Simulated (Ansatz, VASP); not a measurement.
# Ta (generalised stacking fault on (110) of Ta): VASP beside Ansatz

Aim: how closely do two programs agree when they are given the same cell, functional and k mesh? The cell is taken from a series of runs on this material, whose earlier steps may have relaxed, scaled, displaced or heated it; both programs get it as it stands.

Main program and level: Ansatz 0.2.0; plane waves, with VASP 6.6.1 beside it; r2SCAN.

**1. Starting point**

The cell holds 12 atoms: 12 Ta. Its edges and angles: a = 2.875 Å, b = 2.875 Å, c = 28.294 Å, α = 91.8°, β = 84.7°, γ = 109.5°. It derives from Ta. 48 atoms of Ta, stacked on (1 1 0); one fault a cell: the periodic image above is shifted rigidly by 2.636 A along the in-plane vector of length 2.875 A (1/2<111>); atoms relaxed along the normal alone with the MACE-MP-0b2 potential. Lattice constants are starting values near those of PBE. Folded to one surface cell (a quarter of the atoms). The structure's axis is c.

As a file:

```xyz
12
Lattice="2.8752 0.0000 0.0000 -0.9584 2.7108 0.0000 2.6356 0.0000 28.1711" Properties=species:S:1:pos:R:3 pbc="T T T"
Ta    2.8752    0.0000    5.0083
Ta    0.9584    1.3554    7.3504
Ta    2.8752    0.0000    9.6962
Ta    0.9584    1.3554   12.0440
Ta    2.8752    0.0000   14.3912
Ta    3.8336    1.3554   16.7382
Ta    2.8752    0.0000   19.0854
Ta    3.8336    1.3554   21.4323
Ta    2.8752    0.0000   23.7795
Ta    3.8336    1.3554   26.1273
Ta    0.2396    0.0000    0.3020
Ta    1.1980    1.3554    2.6441
```

**2. VASP: single point, r2SCAN**

A single point takes one fixed geometry, so differences don't come from the geometry; what else differs is listed under the comparison.

Lines of VASP's logs that name or quote its potential files are left out, and so is its time.

File INCAR:

```
SYSTEM = Ta
PREC = Accurate
ENCUT = 440
EDIFF = 1E-06
NELM = 120
ISMEAR = -1
SIGMA = 0.1
LREAL = .FALSE.
ALGO = Normal
METAGGA = R2SCAN
LASPH = .TRUE.
NBANDS = 81
LORBIT = 11
LWAVE = .FALSE.
LCHARG = .FALSE.
ISIF = 2
GGA_COMPAT = .FALSE.
LMIXTAU = .TRUE.
KPAR = 2
```

File POSCAR:

```
Ta
1.0
    2.8752000000      0.0000000000      0.0000000000
   -0.9584000000      2.7107700000      0.0000000000
    2.6356000000      0.0000000000     28.1711300000
Ta
12
Direct
    0.8370400000      0.0000000000      0.1777800000
    0.2608300000      0.5000000000      0.2609200000
    0.6844900000      0.0000000000      0.3441900000
    0.1081000000      0.5000000000      0.4275300000
    0.5317200000      0.0000000000      0.5108500000
    0.9553500000      0.5000000000      0.5941600000
    0.3789800000      0.0000000000      0.6774800000
    0.8026100000      0.5000000000      0.7607900000
    0.2262300000      0.0000000000      0.8441100000
    0.6498400000      0.5000000000      0.9274500000
    0.0735000000      0.0000000000      0.0107200000
    0.4972900000      0.5000000000      0.0938600000
```

File KPOINTS:

```
Automatic mesh
0
Gamma
10 10 1
0 0 0
```

The projector-augmented-wave data sets are Ta_pv (PBE family, release 64).

Command:

```
$ mpirun -np 2 vasp_std
```

Numbers of over 12 decimals in the logs are rounded to 6 here.

Output:

```text
[banner, memory and clock lines left out]
running    2 mpi-ranks, on    1 nodes
 distrk:  each k-point on    1 cores,    2 groups
 distr:  one band on    1 cores,    1 groups

 POSCAR found type information on POSCAR Ta
 POSCAR found :  1 types and      12 ions
|                                                                             |
|               ----> ADVICE to this user running VASP <----                  |
|                                                                             |
|     You enforced a specific xc type in the INCAR file but a different       |
|     [... a line on the potential file left out ...]
|     I HOPE YOU KNOW WHAT YOU ARE DOING!                                     |
|                                                                             |

 LDA part: xc-table for (None), standard interpolation
 POSCAR, INCAR and KPOINTS ok, starting setup
 FFT: planning ... GRIDC
 FFT: planning ... GRID_SOFT
 FFT: planning ... GRID
 WAVECAR not read
 entering main loop
       N       E                     dE             d eps       ncg     rms          rms(c)
DAV:   1     0.906347133854E+03    0.90635E+03   -0.67788E+04  8424   0.156E+03
DAV:   2    -0.547718018904E+03   -0.14541E+04   -0.14143E+04  8985   0.501E+02
DAV:   3    -0.620824074539E+03   -0.73106E+02   -0.68816E+02 10474   0.970E+01
DAV:   4    -0.623131828578E+03   -0.23078E+01   -0.22555E+01  9976   0.151E+01
DAV:   5    -0.623216842741E+03   -0.85014E-01   -0.84694E-01 10896   0.236E+00    0.484E+01
DAV:   6    -0.604915182181E+03    0.18302E+02   -0.92067E+00  9495   0.174E+01    0.234E+01
DAV:   7    -0.751414556691E+03   -0.14650E+03   -0.66548E+02 12671   0.112E+02    0.497E+01
DAV:   8    -0.592872920574E+03    0.15854E+03   -0.47305E+02 11829   0.319E+01    0.149E+01
DAV:   9    -0.598597621169E+03   -0.57247E+01   -0.68747E+01 10918   0.148E+01    0.341E+00
DAV:  10    -0.597084428269E+03    0.15132E+01   -0.72813E+00 10416   0.792E+00    0.186E+00
DAV:  11    -0.595147211903E+03    0.19372E+01   -0.12588E+00 10144   0.534E+00    0.173E+00
DAV:  12    -0.594111468349E+03    0.10357E+01   -0.51761E-01 10656   0.324E+00    0.105E+00
DAV:  13    -0.593226066692E+03    0.88540E+00   -0.50573E-02  9936   0.115E+00    0.750E-01
DAV:  14    -0.591470042957E+03    0.17560E+01   -0.99085E-02 10952   0.138E+00    0.423E-01
[...]
DAV:  47    -0.583178677019E+03   -0.13573E-03   -0.61482E-05  9047   0.331E-02    0.687E-02
DAV:  48    -0.583178631694E+03    0.45325E-04   -0.31201E-05  8869   0.233E-02    0.524E-02
DAV:  49    -0.583178531700E+03    0.99994E-04   -0.26838E-05  9377   0.231E-02    0.374E-02
DAV:  50    -0.583178560401E+03   -0.28701E-04   -0.48297E-05  8857   0.315E-02    0.229E-02
DAV:  51    -0.583178546111E+03    0.14290E-04   -0.50213E-06  7886   0.994E-03    0.187E-02
DAV:  52    -0.583178544780E+03    0.13305E-05   -0.58266E-07  4763   0.346E-03    0.150E-02
DAV:  53    -0.583178528946E+03    0.15834E-04   -0.71287E-06  7616   0.112E-02    0.829E-03
DAV:  54    -0.583178528283E+03    0.66361E-06   -0.17191E-06  4875   0.637E-03
   1 F= -.58317853E+03 E0= -.58294999E+03  d E =-.457068E+00
```

OUTCAR, selected parts (step 2):

```text
ion  position               nearest neighbor table
   1  0.837  0.000  0.178-  12 2.82   2 2.87   2 2.87  12 2.98  12 3.20   2 3.32   2 3.32  12 3.48

  LATTYP: Found a triclinic cell.
 ALAT       =     4.6951850819
 B/A-ratio  =     0.6123731189
 C/A-ratio  =     6.0002211646
 COS(alpha) =     0.0028349461
 COS(beta)  =     0.0069441792
 COS(gamma) =     0.8164967631

 Subroutine GETGRP returns: Found  2 space group operations
 (whereof  1 operations were pure point group operations)

The static configuration has the point symmetry C_1 .
 The point group associated with its full space group is S_2 .

 Found     52 irreducible k-points:

   k-points           NKPTS =     52   k-points in BZ     NKDIM =     52   number of bands    NBANDS=     81

   dimension x,y,z NGX =    20 NGY =   20 NGZ =  196
   dimension x,y,z NGXF=    40 NGYF=   40 NGZF=  392

   ENCUT  =  440.0 eV  32.34 Ry    5.69 a.u.   4.92  4.92 48.39*2*pi/ulx,y,z

   NELECT =     132.0000    total number of electrons

 k-points in reciprocal lattice and weights: Automatic mesh
   0.00000000  0.00000000  0.00000000       0.010
   0.10000000  0.00000000 -0.00000000       0.020
   0.20000000  0.00000000 -0.00000000       0.020
   0.30000000 -0.00000000  0.00000000       0.020
   0.40000000  0.00000000  0.00000000       0.020
   0.50000000 -0.00000000 -0.00000000       0.010
   0.00000000  0.10000000  0.00000000       0.020
   0.10000000  0.10000000 -0.00000000       0.020
   0.20000000  0.10000000 -0.00000000       0.020
[...]
0.40000000  0.50000000  0.00000000       0.020
   0.50000000  0.50000000 -0.00000000       0.010

 average (electrostatic) potential at core
       1 -42.3457       2 -42.3272       3 -42.3246       4 -42.3273       5 -42.3259
       6 -42.3256       7 -42.3256       8 -42.3259       9 -42.3272      10 -42.3245
      11 -42.3272      12 -42.3457

 E-fermi :   5.2088

 k-point     1 :       0.0000    0.0000    0.0000
  band No.  band energies     occupation
    ...
     56       5.0920      1.52545
     57       5.1409      1.32691
     58       5.1417      1.32370
     59       5.1576      1.25072
     60       5.2881      0.62294
     61       5.3264      0.47152
     62       5.6004      0.03908
     63       5.6414      0.02610
     64       5.7827      0.00641
     65       5.8378      0.00370
    ...

 k-point     2 :       0.1000    0.0000   -0.0000
  band No.  band energies     occupation
    ...
     57       4.8580      1.94184
     58       4.8760      1.93074
     59       4.9175      1.89701
     60       5.1938      1.07471
     61       5.2770      0.67183
     62       5.3238      0.48086
     63       5.4225      0.21114
     64       5.4474      0.16854
     65       5.6225      0.03145
     66       5.6346      0.02791
    ...

 k-point     3 :       0.2000    0.0000   -0.0000
  band No.  band energies     occupation
    ...
     64       4.9686      1.83394
     65       5.0885      1.53803
     66       5.1085      1.46338
     67       5.1897      1.09536
     68       5.2348      0.87062
     69       5.3642      0.34902
     70       5.3986      0.26077
     71       5.4718      0.13451
     72       5.5714      0.05189
     73       7.4092      0.00000
    ...

  Total       -2.2044243     -1.8344663     -2.2586892     -0.3075822      0.1136935      0.6057666
  in kB      -16.0857301    -13.3861385    -16.4817021     -2.2444334      0.8296240      4.4202915
  external PRESSURE =     -15.3178569 kB  Pullay stress =       0.0000000 kB

  energy-cutoff  :      440.00
  volume of cell :      219.57
      direct lattice vectors                 reciprocal lattice vectors
     2.875200000  0.000000000  0.000000000     0.347801892  0.122966291 -0.032539222
    -0.958400000  2.710770000  0.000000000     0.000000000  0.368898874  0.000000000
     2.635600000  0.000000000 28.171130000     0.000000000  0.000000000  0.035497334

 POSITION                                       TOTAL-FORCE (eV/Angst)
 -----------------------------------------------------------------------------------
      2.87521      0.00000      5.00826         0.354493      0.162852      0.004028
      0.95842      1.35539      7.35041        -0.057370     -0.057260     -0.002021
      2.87519      0.00000      9.69622         0.007891      0.015360      0.000629
      0.95841      1.35539     12.04400         0.010419     -0.005915     -0.000096
      2.87520      0.00000     14.39122        -0.002885     -0.001306     -0.000437
      3.83359      1.35539     16.73816         0.001690      0.001414      0.000183
      2.87521      0.00000     19.08538        -0.001690     -0.001414     -0.000183
      3.83360      1.35539     21.43231         0.002885      0.001306      0.000437
      2.87519      0.00000     23.77953        -0.010419      0.005915      0.000096
      3.83361      1.35539     26.12731        -0.007891     -0.015360     -0.000629
      0.23958      0.00000      0.30199         0.057370      0.057260      0.002021
      1.19799      1.35539      2.64414        -0.354493     -0.162852     -0.004028
 -----------------------------------------------------------------------------------
    total drift:                               -0.000053     -0.000045      0.000018

  FREE ENERGIE OF THE ION-ELECTRON SYSTEM (eV)
  ---------------------------------------------------
  free  energy   TOTEN  =      -583.1785282825 eV

  energy  without entropy=     -582.7214602553  energy(sigma->0) =     -582.94999427

 total charge
# of ion       s       p       d       tot
------------------------------------------
    1        0.379   6.180   2.354   8.913
    2        0.379   6.182   2.355   8.916
    3        0.379   6.181   2.353   8.914
    4        0.379   6.181   2.352   8.913
    5        0.379   6.182   2.353   8.913
    6        0.379   6.182   2.352   8.913
    7        0.379   6.182   2.352   8.913
    8        0.379   6.182   2.353   8.913
    9        0.379   6.181   2.352   8.913
   10        0.379   6.181   2.353   8.914
   11        0.379   6.182   2.355   8.916
   12        0.379   6.180   2.354   8.913
--------------------------------------------------
tot          4.550  74.175  28.238 106.963

[... 3 further parts left out ...]
```

The run ends at a pressure of -1.53 GPa, with forces up to 0.39 eV/Å.

**3. Ansatz: single point, r2SCAN**

Ansatz runs on its default PAW (the set named soft_2) files.

The same cell, functional, mesh and smearing now go to Ansatz, which takes its cutoff from its data sets.

File input.yaml:

```yaml
crystal:
  lattice:
    - [2.8752, 0.0, 0.0]
    - [-0.9584, 2.71077, 0.0]
    - [2.6356, 0.0, 28.17113]
  atoms:
    - { symbol: Ta, position: [0.83704, 0.0, 0.17778] }
    - { symbol: Ta, position: [0.26083, 0.5, 0.26092] }
    - { symbol: Ta, position: [0.68449, 0.0, 0.34419] }
    - { symbol: Ta, position: [0.1081, 0.5, 0.42753] }
    - { symbol: Ta, position: [0.53172, 0.0, 0.51085] }
    - { symbol: Ta, position: [0.95535, 0.5, 0.59416] }
    - { symbol: Ta, position: [0.37898, 0.0, 0.67748] }
    - { symbol: Ta, position: [0.80261, 0.5, 0.76079] }
    - { symbol: Ta, position: [0.22623, 0.0, 0.84411] }
    - { symbol: Ta, position: [0.64984, 0.5, 0.92745] }
    - { symbol: Ta, position: [0.0735, 0.0, 0.01072] }
    - { symbol: Ta, position: [0.49729, 0.5, 0.09386] }
kpoints:
  mp_grid: { grid: [10, 10, 1] }
hamiltonian:
  xc: r2scan
scf:
  occupations: { method: fermi_dirac, width: 0.1 }
output:
  forces: true
```

Command:

```
$ ansatz run input.yaml --threads 6 --pin off --max-ram 102400MiB --backend cuda --events-out ev --progress --plain --runs-dir out
```

Output:

```text
Engine: ansatz 0.2.0, x86_64-unknown-linux-gnu
Pseudopotentials: kind: paw
Pseudopotential: Ta, paw, valence charge 13, recommended cutoff 500 eV (meta_gga), Ta.paw.azcp
Functional definition: r2SCAN
  parameter k0 = 0.174
  parameter k1 = 0.065
  parameter a1 = 4.9479
  exchange = r2scan_x(k0 = k0, k1 = k1, a1 = a1)
  correlation = r2scan_c
device memory: the entry about to start is reckoned to put 11.8 GiB on a device that reports 56.8 GiB free
GPU FFT provider: cuFFT
GPU libraries: cuBLAS 13.8.2, cuFFT 12.4.0, cuSOLVER 12.3.4
Crystal: 12 atoms, lattice volume = 219.566 Å³
Basis set: ecut = 500 eV, 5563 PW (Γ), exchange–correlation on 96×96×864 points (64 copies of the dense FFT grid, shifted against one another)
Bands: 94, of which v1, the nominal top of the filled ones, is band 78 counted from 1 (77 counted from 0)
Symmetry: 2 space group operations
Space group: P-1 (ITA 2), of the structure as read, at distance tolerance 6.0e-5 Å
k-points: 52 of 100
Non-local potential: Ta, projectors of the file, l = 0: 3, l = 1: 2, l = 2: 2, l = 3: 1
PAW form: soft (Blöchl's): semilocal exchange-correlation on the pseudo side does not see the compensation charge
PAW frozen core: Ta, regenerated for the run's functional (the file was generated under x = pbe(κ = 0.804, μ = 0.219515), c = pbe(β = 0.066725))
PAW one-centre angular grid: Ta, 590 points (default); XC on 160 Gauss nodes
Initial density: superposition of atomic densities (neutral atoms: chi_scale 0, normalization atom), corrected by the library's trained network
Initial wavefunctions: pseudopotential atomic-orbital guess
GPU buffer pool allocated for 124416 grid points (all kernels)
GPU transforms: local potential and band sums: pruned to the plane-wave sphere, on 24×24×216
Functional: x = r2scan, c = r2scan; τ floored in thin density (d = 2e-4 eV/Å³)
SCF iter   1: F=—  HF=-119331.814298 eV  |F-HF|=—  |Δ(HF+E_count)|=         —  Δρ=6.17e-3  dr2=6.45e-2  dr2_τ=1.81e-1  ethr=1.77e-3  ⟨swp⟩=5.8  Hψ=19715  notcnv=0
preconditioner: auto → Kerker (q_TF=auto, 2.577 Å⁻¹)  [metal: Δε(μ)=0.004 eV  Ē_g=4.436 eV  σ=0.100 eV  W_gap=0.01  n_scr=64 (ndim 8)  ℏωp=19.4 eV  f_vac=0.000  D(μ)=13.63/eV (n_scr^D=150)]
SCF iter   2: F=—  HF=-119332.014561 eV  |F-HF|=—  |Δ(HF+E_count)|=   2.00e-1  Δρ=4.08e-3  dr2=1.28e-2  dr2_τ=3.50e-3  ethr=4.14e-5  ⟨swp⟩=2.7  Hψ=9873  notcnv=0
SCF iter   3: F=—  HF=-119332.026849 eV  |F-HF|=—  |Δ(HF+E_count)|=   1.23e-2  Δρ=1.35e-3  dr2=4.52e-3  dr2_τ=3.30e-4  ethr=8.21e-6  ⟨swp⟩=2.2  Hψ=6819  notcnv=0
SCF iter   4: F=—  HF=-119332.028870 eV  |F-HF|=—  |Δ(HF+E_count)|=   2.02e-3  Δρ=2.27e-4  dr2=1.16e-4  dr2_τ=1.26e-5  ethr=2.90e-6  ⟨swp⟩=2.1  Hψ=8477  notcnv=0
SCF iter   5: F=—  HF=-119332.027298 eV  |F-HF|=—  |Δ(HF+E_count)|=   1.57e-3  Δρ=4.91e-5  dr2=7.32e-6  dr2_τ=4.99e-7  ethr=7.43e-8  ⟨swp⟩=2.0  Hψ=6458  notcnv=0
SCF iter   6: F=—  HF=-119332.028415 eV  |F-HF|=—  |Δ(HF+E_count)|=   1.12e-3  Δρ=1.20e-5  dr2=1.89e-6  dr2_τ=1.10e-7  ethr=4.69e-9  ⟨swp⟩=2.1  Hψ=6537  notcnv=0
SCF iter   7: F=-119332.028415 eV  HF=-119332.028415 eV  |F-HF|=7.51e-9  |Δ(HF+E_count)|=   1.81e-8  Δρ=3.14e-6  dr2=2.13e-8  dr2_τ=4.82e-9  ethr=6.41e-11  ⟨swp⟩=3.8  Hψ=16443  notcnv=0
SCF 1 converged in 7 iterations: F = -119332.028415 eV  dr2 = 2.13e-8
  greatest PAW one-centre occupation: 0.998 electrons in one spin orbital (limit 2), on the Ta atom at site 11 (counted from 0), in its partial waves of l = 0
SCF converged after 7 iterations
Free energy (F): -119332.028415 eV
Harris-Foulkes:  -119332.028415 eV  (|F-HF|=7.51e-9)
Internal energy: -119331.571347 eV  (E = F + TS)
E sigma→0 (E₀):  -119331.799881 eV
Entropy (-TS):   -0.457069 eV (-38.089 meV/atom)
Fermi energy:    18.163329 eV
--- Per-component energies (eV) ---
  E_band       = -1451.939486
  E_kinetic    = 4397.067274
  E_local      = -6678.747408  (includes V_loc(G=0)·N_el)
  E_nonlocal   = 177.421417
  E_hartree    = 2311.797391
  E_xc         = -2450.704721
  E_vxc        = -2661.334796  (∫ρ·V_xc dr)
  E_paw        = -101074.804799  (= ΣΔE_a)
  E_vpaw       = -1444.238237  (= ΣTr[D̂ρ^β])
  E_aug_tail   = 0.000914  (compensation charges beyond the density's cutoff)
  E_vtau       = 134.304133  (kinetic-family band-sum trace: ∫τ·v_τ [+ j·A + Jᵃ·Aᵃ] dr)
  E_ewald      = -16004.526052
  E_core_change = -9.075363  (= ΣΔE_core)
  E_smearing   = -0.457069  (= −TS)
  E_closure    = -0.000000  (closes the sum)
  Σ components = -119332.028415   (vs F -119332.028415, Δ=0.00e0)
--- Forces (eV/Å), atoms counted from 1 ---
  atom   1  Ta     0.35540503     0.16233904     0.00392213
  atom   2  Ta    -0.05707572    -0.05745696    -0.00188165
  atom   3  Ta     0.00801043     0.01533993     0.00041345
  atom   4  Ta     0.01044673    -0.00581317    -0.00018314
  atom   5  Ta    -0.00291896    -0.00127536    -0.00048493
  atom   6  Ta     0.00157777     0.00142175     0.00018761
  atom   7  Ta    -0.00157777    -0.00142175    -0.00018761
  atom   8  Ta     0.00291896     0.00127536     0.00048493
  atom   9  Ta    -0.01044673     0.00581317     0.00018314
  atom  10  Ta    -0.00801043    -0.01533993    -0.00041345
  atom  11  Ta     0.05707572     0.05745696     0.00188165
  atom  12  Ta    -0.35540503    -0.16233904    -0.00392213
  max |Σ_I F_I| component: 5.55e-17 eV/Å
```

**4. Differences**

Known differences besides the potentials themselves: VASP keeps PBE cores, Ansatz makes them for the functional; the data sets hold 156 valence electrons in Ansatz (on its default PAW (the set named soft_2) files) and 132 in VASP; the cutoff is 500 eV in Ansatz and 440 eV in VASP. Total energies have different zeros and are not compared.

Forces on 7 of the 12 atoms, those with the largest forces and the largest differences (eV/Å; atoms numbered as in POSCAR):

```csv
atom,"Ansatz x, y, z","VASP x, y, z"
Ta1,"0.355, 0.162, 0.004","0.354, 0.163, 0.004"
Ta2,"-0.057, -0.057, -0.002","-0.057, -0.057, -0.002"
Ta3,"0.008, 0.015, 0.000","0.008, 0.015, 0.001"
Ta9,"-0.010, 0.006, 0.000","-0.010, 0.006, 0.000"
Ta10,"-0.008, -0.015, 0.000","-0.008, -0.015, -0.001"
Ta11,"0.057, 0.057, 0.002","0.057, 0.057, 0.002"
Ta12,"-0.355, -0.162, -0.004","-0.354, -0.163, -0.004"
```

The forces differ by 0.3 meV/Å r.m.s., which is 0.3 % of the r.m.s. force of 0.094 eV/Å (both taken over all components).

**5. Outcome**

```yaml
r_m_s_force_difference_single_point_r2scan: 0.27 meV/Å
```

**Reading.** The r.m.s. force difference is 0.27 meV/Å (single point, r2SCAN), within the 12 meV/Å picked in this series as the mark of a large difference. The data sets hold unlike numbers of valence electrons (156 in Ansatz and 132 in VASP), so part of the differences may come from the potentials. How closely two codes agree says nothing of how well the functional describes the real material.

[Lines on the potential files, build, host, timing and source positions are cut from VASP's logs without a mark.]

[Logs are printed without paths, hosts, clocks, repeated set-up lines and the standing remarks that a program may print on its own settings, such as how far it seeks lower states.]

[Hosts, paths, dates, database ids (printed as entryN), source tags and the programs' standing remarks are cut or masked in the printed files.]
